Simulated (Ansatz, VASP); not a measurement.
# InAs: VASP beside Ansatz

Wanted: the spread between two codes on one cell, functional and k mesh. The cell is taken from a series of runs on this material, whose earlier steps may have relaxed, scaled, displaced or heated it; both programs get it as it stands.

Main program and level: Ansatz 0.2.0; plane waves, with VASP 6.6.1 beside it; relaxation of cell and atoms at LDA.

### Step 1. Starting point

The structure is cubic, space group F-43m (No. 216). The conventional cell has a = 6.026 Å, b = 6.026 Å, c = 6.026 Å, α = 90.00°, β = 90.00°, γ = 90.00°. Nearest to In lie 4 As at 2.61 Å. As has 4 In at 2.61 Å nearest. Farther neighbours are not listed.

As a file:

```
In As
1.0
     0.00000    3.01299    3.01299
     3.01299    0.00000    3.01299
     3.01299    3.01299    0.00000
In As
1 1
Direct
  0.00000 0.00000 0.00000
  0.25000 0.25000 0.25000
```

### Step 2. VASP: relaxation of cell and atoms, LDA

The relaxed volume is the usual yardstick between codes: in a stiff, nearly cubic crystal its relative difference is about their pressure difference at one cell divided by the bulk modulus.

Lines of VASP's logs that name or quote its potential files are left out, and so is its time.

INCAR

```
SYSTEM = InAs
PREC = Accurate
ENCUT = 500
EDIFF = 1E-07
NELM = 120
ISMEAR = 1
SIGMA = 0.2
LREAL = .FALSE.
ALGO = Normal
GGA = CA
NBANDS = 15
LORBIT = 11
LWAVE = .FALSE.
LCHARG = .FALSE.
ISIF = 3
IBRION = 2
NSW = 80
EDIFFG = -0.005
LASPH = .TRUE.
GGA_COMPAT = .FALSE.
NELMIN = 4
```

POSCAR

```
InAs
1.0
    0.0000000000      3.0129850000      3.0129850000
    3.0129850000      0.0000000000      3.0129850000
    3.0129850000      3.0129850000      0.0000000000
In As
1 1
Direct
    0.0000000000      0.0000000000      0.0000000000
    0.2499999170      0.2499999170      0.2499999170
```

KPOINTS

```
Automatic mesh
0
Gamma
12 12 12
0 0 0
```

The projector-augmented-wave data sets are In_d and As (LDA family, release 64).

Started as:

```
$ mpirun -np 1 vasp_std
```

Numbers of over 12 decimals in the logs are rounded to 6 here.

The log of the run:

```text
[banner, memory and clock lines left out]
running    1 mpi-ranks, on    1 nodes
 distrk:  each k-point on    1 cores,    1 groups
 distr:  one band on    1 cores,    1 groups

 POSCAR found type information on POSCAR InAs
 POSCAR found :  2 types and       2 ions
 LDA part: xc-table for (Slater(with rela. corr.)+CA(PZ))
 , standard interpolation
 POSCAR, INCAR and KPOINTS ok, starting setup
 FFT: planning ... GRIDC
 FFT: planning ... GRID_SOFT
 FFT: planning ... GRID
 WAVECAR not read
 entering main loop
       N       E                     dE             d eps       ncg     rms          rms(c)
DAV:   1     0.111433497568E+03    0.11143E+03   -0.81663E+03  2167   0.126E+03
DAV:   2    -0.140186287775E+01   -0.11284E+03   -0.10867E+03  2279   0.304E+02
DAV:   3    -0.913581599362E+01   -0.77340E+01   -0.76875E+01  2748   0.800E+01
DAV:   4    -0.933731231123E+01   -0.20150E+00   -0.20143E+00  2622   0.144E+01
DAV:   5    -0.934704634421E+01   -0.97340E-02   -0.97339E-02  3313   0.274E+00    0.477E+00
DAV:   6    -0.907226219217E+01    0.27478E+00   -0.38333E-01  3401   0.112E+01    0.263E+00
DAV:   7    -0.903305554932E+01    0.39207E-01   -0.11189E-01  3074   0.315E+00    0.686E-01
DAV:   8    -0.902966090639E+01    0.33946E-02   -0.11929E-02  2852   0.134E+00    0.226E-01
DAV:   9    -0.902954856007E+01    0.11235E-03   -0.78420E-04  2735   0.256E-01    0.143E-01
DAV:  10    -0.902957102327E+01   -0.22463E-04   -0.11775E-04  3324   0.186E-01    0.718E-02
DAV:  11    -0.902957460681E+01   -0.35835E-05   -0.36298E-05  3272   0.118E-01    0.501E-02
DAV:  12    -0.902957212377E+01    0.24830E-05   -0.52470E-06  3180   0.318E-02    0.706E-03
DAV:  13    -0.902957217121E+01   -0.47437E-07   -0.70926E-07  2790   0.500E-03
   1 F= -.90295722E+01 E0= -.90297042E+01  d E =-.902957E+01
 curvature:   0.00 expect dE= 0.000E+00 dE for cont linesearch  0.000E+00
 trial: gam= 0.00000 g(F)=  0.166E-40 g(S)=  0.183E-03 ort = 0.000E+00 (trialstep = 0.100E+01)
 search vector abs. value=  0.183E-03
 bond charge predicted
       N       E                     dE             d eps       ncg     rms          rms(c)
DAV:   1    -0.903182828837E+01   -0.22562E-02   -0.52065E-02  2720   0.455E+00    0.304E-01
DAV:   2    -0.902994792342E+01    0.18804E-02   -0.37666E-03  2706   0.144E+00    0.105E-01
DAV:   3    -0.902964282691E+01    0.30510E-03   -0.86887E-04  2776   0.625E-01    0.669E-02
DAV:   4    -0.902964169350E+01    0.11334E-05   -0.40362E-05  2342   0.581E-02    0.508E-02
DAV:   5    -0.902963394455E+01    0.77490E-05   -0.43933E-06  2624   0.208E-02    0.221E-02
DAV:   6    -0.902963288433E+01    0.10602E-05   -0.18147E-06  3331   0.149E-02    0.284E-03
DAV:   7    -0.902963286020E+01    0.24135E-07   -0.18892E-07  2076   0.745E-03
   2 F= -.90296329E+01 E0= -.90297662E+01  d E =-.606890E-04
 trial-energy change:   -0.000061  1 .order   -0.000057   -0.000183    0.000069
 step:   0.7425(harm=  0.7271)  dis= 0.00000  next Energy=    -9.029642 (dE=-0.695E-04)
 bond charge predicted
       N       E                     dE             d eps       ncg     rms          rms(c)
DAV:   1    -0.902978954202E+01   -0.15666E-03   -0.34571E-03  2748   0.117E+00    0.789E-02
DAV:   2    -0.902966413109E+01    0.12541E-03   -0.25247E-04  2699   0.375E-01    0.269E-02
DAV:   3    -0.902964401628E+01    0.20115E-04   -0.57004E-05  2783   0.160E-01    0.173E-02
DAV:   4    -0.902964393111E+01    0.85162E-07   -0.26500E-06  2321   0.149E-02    0.131E-02
DAV:   5    -0.902964342372E+01    0.50740E-06   -0.29030E-07  2454   0.537E-03    0.552E-03
DAV:   6    -0.902964335392E+01    0.69793E-07   -0.75773E-08  1739   0.386E-03
   3 F= -.90296434E+01 E0= -.90297763E+01  d E =-.711827E-04
 curvature:  -0.36 expect dE=-0.195E-07 dE for cont linesearch -0.195E-07
 trial: gam= 0.00000 g(F)=  0.362E-43 g(S)=  0.537E-07 ort =-0.314E-05 (trialstep = 0.948E+00)
 search vector abs. value=  0.538E-07
 reached required accuracy - stopping structural energy minimisation
```

From OUTCAR (step 2):

```text
ion  position               nearest neighbor table
   1  0.000  0.000  0.000-   2 2.61   2 2.61   2 2.61   2 2.61
   2  0.250  0.250  0.250-   1 2.61   1 2.61   1 2.61   1 2.61

  LATTYP: Found a face centered cubic cell.
 ALAT       =     6.0259700000

 Subroutine GETGRP returns: Found 24 space group operations
 (whereof 24 operations were pure point group operations)

The static configuration has the point symmetry T_d .

 Found     72 irreducible k-points:

   k-points           NKPTS =     72   k-points in BZ     NKDIM =     72   number of bands    NBANDS=     15

   dimension x,y,z NGX =    32 NGY =   32 NGZ =   32
   dimension x,y,z NGXF=    64 NGYF=   64 NGZF=   64

   ENCUT  =  500.0 eV  36.75 Ry    6.06 a.u.   7.77  7.77  7.77*2*pi/ulx,y,z

   NELECT =      18.0000    total number of electrons

 k-points in reciprocal lattice and weights: Automatic mesh
   0.00000000  0.00000000  0.00000000       0.001
   0.08333333  0.00000000  0.00000000       0.005
   0.16666667  0.00000000  0.00000000       0.005
   0.25000000  0.00000000  0.00000000       0.005
   0.33333333  0.00000000  0.00000000       0.005
   0.41666667  0.00000000  0.00000000       0.005
   0.50000000  0.00000000  0.00000000       0.002
   0.08333333  0.08333333  0.00000000       0.003
   0.16666667  0.08333333  0.00000000       0.014
[...]
-0.33333333  0.50000000  0.16666667       0.007
  -0.25000000  0.50000000  0.25000000       0.003

 average (electrostatic) potential at core
       1 -96.0437       2 -53.0444

 E-fermi :   4.4595

 k-point     1 :       0.0000    0.0000    0.0000
  band No.  band energies     occupation
    ...
      6      -7.5480      2.00000
      7       4.0619      2.01663
      8       4.4168      1.35239
      9       4.4168      1.35235
     10       4.4168      1.35235
     11       8.2434     -0.00000
     12       8.2434     -0.00000
     13       8.2434     -0.00000
     14      11.7265      0.00000
     15      14.1551      0.00000

 k-point     2 :       0.0833    0.0000    0.0000
  band No.  band energies     occupation
    ...
      5      -9.8242      2.00000
      6      -7.4737      2.00000
      7       3.0660      2.00000
      8       4.3224      1.90932
      9       4.3224      1.90930
     10       5.1523     -0.00001
     11       8.2683     -0.00000
     12       8.3811     -0.00000
     13       8.3811     -0.00000
     14      12.1707      0.00000
    ...

 k-point     3 :       0.1667    0.0000    0.0000
  band No.  band energies     occupation
    ...
      5      -9.8241      2.00000
      6      -7.2593      2.00000
      7       1.8319      2.00000
      8       4.0939      2.02678
      9       4.0939      2.02678
     10       5.5551     -0.00000
     11       8.6382      0.00000
     12       8.6947      0.00000
     13       8.6947      0.00000
     14      12.8281      0.00000
    ...

  Total       -0.0008617     -0.0008617     -0.0008617      0.0000000     -0.0000000     -0.0000000
  in kB       -0.0251688     -0.0251688     -0.0251688      0.0000000     -0.0000000     -0.0000000
  external PRESSURE =      -0.0251688 kB  Pullay stress =       0.0000000 kB

  energy-cutoff  :      500.00
  volume of cell :       54.85
      direct lattice vectors                 reciprocal lattice vectors
     0.000000000  3.015702092  3.015702092    -0.165798870  0.165798870  0.165798870
     3.015702092  0.000000000  3.015702092     0.165798870 -0.165798870  0.165798870
     3.015702092  3.015702092  0.000000000     0.165798870  0.165798870 -0.165798870

 POSITION                                       TOTAL-FORCE (eV/Angst)
 -----------------------------------------------------------------------------------
      0.00000      0.00000      0.00000         0.000000      0.000000      0.000000
      1.50785      1.50785      1.50785        -0.000000     -0.000000     -0.000000
 -----------------------------------------------------------------------------------
    total drift:                                0.000089      0.000089      0.000089

  FREE ENERGIE OF THE ION-ELECTRON SYSTEM (eV)
  ---------------------------------------------------
  free  energy   TOTEN  =        -9.0296433539 eV

  energy  without entropy=       -9.0300422851  energy(sigma->0) =       -9.02977633

 reached required accuracy - stopping structural energy minimisation

 total charge
# of ion       s       p       d       tot
------------------------------------------
    1        0.865   0.751   9.886  11.502
    2        1.229   1.568   0.023   2.820
--------------------------------------------------
tot          2.093   2.320   9.909  14.322

[... 3 further parts left out ...]
```

CONTCAR:

```
InAs
   1.00000000000000
     0.0000000000000000    3.0157020917817352    3.0157020917817352
     3.0157020917817352    0.0000000000000000    3.0157020917817352
     3.0157020917817352    3.0157020917817352    0.0000000000000000
  In              As
     1     1
Direct
     0.0000000000000000    0.0000000000000000    0.0000000000000000
     0.2499999169999967    0.2499999169999967    0.2499999169999967
```

### Step 3. Ansatz: relaxation of cell and atoms, LDA

Ansatz runs on its default PAW (the set named soft_2) files.

The same cell, functional (in two slightly different forms), mesh and smearing now go to Ansatz, which takes its cutoff from its data sets.

input.yaml

```yaml
crystal:
  lattice:
    - [0.0, 3.0129846899, 3.0129846899]
    - [3.0129846899, 0.0, 3.0129846899]
    - [3.0129846899, 3.0129846899, 0.0]
  atoms:
    - { symbol: In, position: [0.0, 0.0, 0.0] }
    - { symbol: As, position: [0.25, 0.25, 0.25] }
kpoints:
  mp_grid: { grid: [12, 12, 12] }
hamiltonian:
  xc: lda
scf:
  occupations: { method: methfessel_paxton, width: 0.2 }
  lower_state_search: "off"
output:
  forces: true
  stress: true
  eigenvalues: true
relax:
  adjacent_minimum: "off"
  f_tol: 0.001
  max_steps: 60
  cell: { stress_tol: 0.01 }
```

Started as:

```
$ ansatz run input.yaml --threads 8 --pin off --max-ram 16384MiB --backend cpu --events-out ev --progress --plain --runs-dir out
```

The log of the run:

```text
Engine: ansatz 0.2.0, aarch64-unknown-linux-gnu
Pseudopotentials: kind: paw
Pseudopotential: In, paw, valence charge 13, recommended cutoff 420 eV (normal), In.paw.azcp
Pseudopotential: As, paw, valence charge 15, recommended cutoff 420 eV (normal), As.paw.azcp
Functional definition: SPW92
  exchange = slater_x
  correlation = pw_c
Crystal: 2 atoms, lattice volume = 54.704 Å³
Basis set: ecut = 420 eV, 1067 PW (Γ)
Bands: 18, of which v1, the nominal top of the filled ones, is band 14 counted from 1 (13 counted from 0)
Symmetry: 24 space group operations
Space group: F-43m (ITA 216), of the structure as read, at distance tolerance 3.8e-5 Å
k-points: 72 of 1728 (time reversal used)
Non-local potential: In, projectors of the file, l = 0: 2, l = 1: 2, l = 2: 2, l = 3: 2
Non-local potential: As, projectors of the file, l = 0: 2, l = 1: 2, l = 2: 3, l = 3: 1
PAW form: soft (Blöchl's): semilocal exchange-correlation on the pseudo side does not see the compensation charge
PAW frozen core: In, regenerated for the run's functional, and the local potential with it (the file was generated under x = pbe(κ = 0.804, μ = 0.219515), c = pbe(β = 0.066725))
PAW frozen core: As, regenerated for the run's functional, and the local potential with it (the file was generated under x = pbe(κ = 0.804, μ = 0.219515), c = pbe(β = 0.066725))
PAW one-centre angular grid: In, 590 points (default); XC on 64 Gauss nodes
PAW one-centre angular grid: As, 590 points (default); XC on 64 Gauss nodes
Initial density: superposition of atomic densities (neutral atoms: chi_scale 0, normalization atom), corrected by the library's trained network
Initial wavefunctions: pseudopotential atomic-orbital guess
Functional: x = slater, c = lda
SCF iter   1: F=—  HF=-10231.253926 eV  |F-HF|=—  |Δ(HF+E_count)|=         —  Δρ=7.07e-3  dr2=2.21e-2  ethr=1.77e-3  ⟨swp⟩=5.1  Hψ=6268  notcnv=0
preconditioner: auto → none  [insulator: Δε(μ)=0.697 eV  Ē_g=14.626 eV  σ=0.200 eV  W_gap=0.67  n_scr=14 (ndim 8)  ℏωp=21.3 eV  f_vac=0.105  D(μ)=0.05/eV (n_scr^D=0)  ε∞_Penn≈3.1]
SCF iter   2: F=—  HF=-10231.245943 eV  |F-HF|=—  |Δ(HF+E_count)|=   7.98e-3  S|Δr|=    0.00e0  Δρ=2.41e-3  dr2=1.46e-3  ethr=7.91e-5  ⟨swp⟩=2.5  Hψ=2569  notcnv=0
SCF iter   3: F=—  HF=-10231.245736 eV  |F-HF|=—  |Δ(HF+E_count)|=   2.08e-4  S|Δr|=    0.00e0  Δρ=7.54e-4  dr2=2.07e-4  ethr=5.21e-6  ⟨swp⟩=2.9  Hψ=2422  notcnv=0
SCF iter   4: F=—  HF=-10231.245701 eV  |F-HF|=—  |Δ(HF+E_count)|=   3.44e-5  S|Δr|=    0.00e0  Δρ=2.39e-4  dr2=1.98e-5  ethr=7.39e-7  ⟨swp⟩=2.8  Hψ=2303  notcnv=0
SCF iter   5: F=—  HF=-10231.245698 eV  |F-HF|=—  |Δ(HF+E_count)|=   3.31e-6  S|Δr|=    0.00e0  Δρ=2.00e-5  dr2=1.62e-7  ethr=7.07e-8  ⟨swp⟩=2.3  Hψ=1905  notcnv=0
SCF iter   6: F=-10231.245698 eV  HF=-10231.245698 eV  |F-HF|=5.18e-10  |Δ(HF+E_count)|=   2.99e-8  S|Δr|=    0.00e0  Δρ=4.90e-6  dr2=1.26e-8  ethr=3.57e-10  ⟨swp⟩=5.0  Hψ=5558  notcnv=0
SCF 1 converged in 6 iterations: F = -10231.245698 eV  dr2 = 1.26e-8
  greatest PAW one-centre occupation: 0.999 electrons in one spin orbital (limit 2), on the As atom at site 1 (counted from 0), in its partial waves of l = 2
relax step   1: F+E_penalty+E_count = -10231.24569779 eV  Δ(F+E_penalty+E_count) = +0.000e0 eV  max|allowed force component| = 1.203e-16 eV/Å  Δτ_max = 0.0000 Å  P = -0.002 GPa  Ω = 54.704 Å³  (6 SCF iters, dr2 threshold 1.00e-7 eV, accepted)
Initial density: handed on by an earlier stage of this run
Initial wavefunctions: pseudopotential atomic-orbital guess (no wavefunctions were taken with the density)
iter 1 solved again at ethr=2.31e-7 eV; its pass at ethr=3.10e-3 eV (dr2=6.46e-5 eV) is discarded
SCF iter   1: F=—  HF=-10231.245699 eV  |F-HF|=—  |Δ(HF+E_count)|=         —  Δρ=4.60e-6  dr2=1.20e-8  ethr=2.31e-7  ⟨swp⟩=2.1  Hψ=9095  notcnv=0
eigensolver tolerance schedule: the retry pair's looser diagonalisation over-reported the residual by 5398.53 of it (diagonalisation noise at 0.67 of the residual, at the tolerance the schedule requests for it); recorded, not acted on — ethr = c·dr2/N_el stays at c = 1.0e-1
preconditioner: auto → none  [insulator: Δε(μ)=0.721 eV  Ē_g=14.667 eV  σ=0.200 eV  W_gap=0.68  n_scr=14 (ndim 8)  ℏωp=21.3 eV  f_vac=0.086  D(μ)=0.05/eV (n_scr^D=0)  ε∞_Penn≈3.1]
SCF iter   2: F=—  HF=-10231.245698 eV  |F-HF|=—  |Δ(HF+E_count)|=   7.95e-7  S|Δr|=    0.00e0  Δρ=2.88e-6  dr2=3.05e-9  ethr=4.28e-11  ⟨swp⟩=3.0  Hψ=2668  notcnv=0
SCF iter   3: F=—  HF=-10231.245698 eV  |F-HF|=—  |Δ(HF+E_count)|=  6.18e-10  S|Δr|=    0.00e0  Δρ=1.03e-6  dr2=6.32e-10  ethr=1.09e-11  ⟨swp⟩=2.0  Hψ=1945  notcnv=0
SCF iter   4: F=—  HF=-10231.245698 eV  |F-HF|=—  |Δ(HF+E_count)|=  1.67e-10  S|Δr|=    0.00e0  Δρ=2.57e-7  dr2=1.83e-11  ethr=2.26e-12  ⟨swp⟩=2.0  Hψ=1945  notcnv=0
SCF iter   5: F=—  HF=-10231.245698 eV  |F-HF|=—  |Δ(HF+E_count)|=  1.09e-11  S|Δr|=    0.00e0  Δρ=1.01e-7  dr2=2.49e-12  ethr=6.52e-14 (applied; sched 1.00e-12)  ⟨swp⟩=2.0  Hψ=2301  notcnv=0
SCF iter   6: F=-10231.245698 eV  HF=-10231.245698 eV  |F-HF|=3.64e-12  |Δ(HF+E_count)|=  1.82e-12  S|Δr|=    0.00e0  Δρ=2.58e-8  dr2=1.55e-13  ethr=1.00e-12  ⟨swp⟩=5.0  Hψ=4822  notcnv=0
SCF 2 converged in 6 iterations: F = -10231.245698 eV  dr2 = 1.55e-13
relax step   2: F+E_penalty+E_count = -10231.24569779 eV  Δ(F+E_penalty+E_count) = -1.717e-9 eV  max|allowed force component| = 1.203e-16 eV/Å  Δτ_max = 0.0000 Å  P = -0.002 GPa  Ω = 54.704 Å³  stress off target by 2.39e-3 GPa  SCF on the basis re-selected at this cell (its energy is not comparable with the rows above)  (6 SCF iters)
basis re-selected at this cell: Δ(F+E_penalty+E_count) = -1.717e-9 eV, ΔP = +0.000 GPa vs the last step (what re-selecting the basis moved, of the pressure what is left beyond the Pulay correction that the steps carried, after the strain that the cell walked since its last selection, with what the two solves' SCF thresholds leave and, on support functions, any second-order correction that the steps lacked; it is no m [...]
SCF converged after 6 iterations
Stability not checked: this state was not tested for a lower state beside it, because cold or Methfessel-Paxton smearing, or corrected tetrahedra, fill the levels in a way that the test cannot read (fill_not_monotonic; see scf.lower_state_search)
Free energy (F): -10231.245698 eV
Harris-Foulkes:  -10231.245698 eV  (|F-HF|=3.64e-12)
Internal energy: -10231.246094 eV  (E = F + TS)
E sigma→0 (E₀):  -10231.245797 eV
Entropy (-TS):   0.000396 eV (0.198 meV/atom)
Fermi energy:    7.716340 eV
Step filling:    the computed levels leave a gap of 0.0000 eV = 0.0 smearing widths at the electron count; against every level under it full and every level over it empty, smearing changes F+E_penalty+E_count by +0.162 meV and its σ→0 estimate by +0.063 meV
--- Per-component energies (eV) ---
  E_band       = -318.888120
  E_kinetic    = 348.493791
  E_local      = -3271.415085  (includes V_loc(G=0)·N_el)
  E_nonlocal   = -295.002675
  E_hartree    = 1578.686011
  E_xc         = -292.600067
  E_vxc        = -180.853590  (∫ρ·V_xc dr)
  E_paw        = -5769.760765  (= ΣΔE_a)
  E_vpaw       = -77.482630  (= ΣTr[D̂ρ^β])
  E_aug_tail   = 0.000036  (compensation charges beyond the density's cutoff)
  E_ewald      = -2532.007105
  E_core_change = 2.359766  (= ΣΔE_core)
  E_smearing   = 0.000396  (= −TS)
  E_closure    = -0.000000  (closes the sum)
  Σ components = -10231.245698   (vs F -10231.245698, Δ=0.00e0)
--- Forces (eV/Å), atoms counted from 1 ---
  atom   1  In     0.00000000    -0.00000000    -0.00000000
  atom   2  As    -0.00000000     0.00000000     0.00000000
  max |Σ_I F_I| component: 2.04e-16 eV/Å
--- Stress (GPa, compression-positive) ---
       -0.002388       0.000000       0.000000
       -0.000000      -0.002388       0.000000
       -0.000000       0.000000      -0.002388
  P = ⅓ Tr σ = -0.0024 GPa (-0.024 kbar)
--- Band table (eV; the first three rows and the last of 72) ---
  k-point 0: bands = [... 10 lower, -4.3328, 7.2856, 7.6736, 7.6736, 7.6736, 11.5131, 11.5131, 11.5131]
  k-point 1: bands = [... 10 lower, -4.2581, 6.3039, 7.5791, 7.5791, 8.3950, 11.5358, 11.6510, 11.6510]
  k-point 2: bands = [... 10 lower, -4.0425, 5.0714, 7.3504, 7.3504, 8.7974, 11.9022, 11.9654, 11.9654]
  k-point 71: bands = [... 10 lower, -2.2155, 1.8473, 4.6512, 4.7247, 11.8346, 11.8918, 12.5709, 13.6603]
--- Relaxed structure (1 steps of the walk, 1 accepted, 1 SCFs on fresh bases) ---
  F+E_penalty+E_count = -10231.24569779 eV   max|allowed force component| = 1.203e-16 eV/Å   (the final SCF, on the basis selected at the relaxed cell)
  cell:  # Å, volume = 54.7042 Å³
    - [0.0, 3.0129846899, 3.0129846899]
    - [3.0129846899, 0.0, 3.0129846899]
    - [3.0129846899, 3.0129846899, 0.0]
  atoms:
    - { symbol: In, position: [0.0, 0.0, 0.0] }
    - { symbol: As, position: [0.25, 0.25, 0.25] }
```

The column dr2 measures how far the density is from self-consistency, as an energy; F and HF (Harris–Foulkes) agree once it is small.

### Step 4. Side by side

Known differences besides the potentials themselves: the two LDA forms differ slightly; the data sets hold 28 valence electrons in Ansatz (on its default PAW (the set named soft_2) files) and 18 in VASP; the cutoff is 420 eV in Ansatz and 500 eV in VASP; VASP's log shows a relativistic correction to its local exchange, Ansatz's none; Ansatz adds a Pulay correction to the stress that steers its cell, VASP none. Total energies have different zeros and are not compared.

Compared:

```
                                         quantity  Ansatz   VASP  difference
                                      volume (Å³)   54.70  54.85     -0.27 %
edge a after relaxation, in the typed setting (Å)   4.261  4.265     -0.09 %
```

### Step 5. Results

```
difference in volume (relaxation of cell and atoms, LDA) : -0.27 %
```

The difference in volume is -0.27 % (relaxation of cell and atoms, LDA), within the 1.2 % picked in this series as the mark of a large difference, as far as the stopping tolerances let one tell. The data sets hold unlike numbers of valence electrons (28 in Ansatz and 18 in VASP), so part of the differences comes from the potentials. Such differences can come from data sets, numerical settings and the points named under the comparisons, not from the functional's error against experiment.

[Lines on the potential files, build, host, timing and source positions are cut from VASP's logs without a mark.]

[Logs are printed without paths, hosts, clocks, repeated set-up lines and the standing remarks that a program may print on its own settings, such as how far it seeks lower states.]

[Hosts, paths, dates, database ids (printed as entryN), source tags and the programs' standing remarks are cut or masked in the printed files.]
